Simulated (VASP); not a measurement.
Nd (relaxed from the dhcp structure, space group P6_3/mmc): computed properties

The numbers are results of r2SCAN meta-GGA, VASP's PBE PAW potentials (set 64) (plane waves; VASP), not measurements.

- space group: P6_3/mmc (194)
- cell: a = b = 3.7167 Å, c = 11.8885 Å, α = β = 90.00°, γ = 120.00°
- volume per atom: 35.56 Å³/atom
- band gap (over mesh and band path): none (metal, semimetal or under 0.01 eV)
- density: 6.74 g/cm³

```
CELL_PARAMETERS angstrom
      3.71669     0.00000     0.00000
     -1.85835     3.21875     0.00000
      0.00000     0.00000    11.88855
ATOMIC_POSITIONS crystal
  Nd 0.00000 0.00000 0.00000
  Nd 0.00000 0.00000 0.50000
  Nd 0.33333 0.66667 0.25000
  Nd 0.66667 0.33333 0.75000
```

The 4f electrons are frozen in the core of the lanthanide potential, so 4f levels, which can set the real gap, and their magnetism are missing.

The structure was generated: Nd was put into the dhcp type (P6_3/mmc), which need not be its known phase. It was relaxed first. Symmetry was kept, so distortions that lower it aren't found.
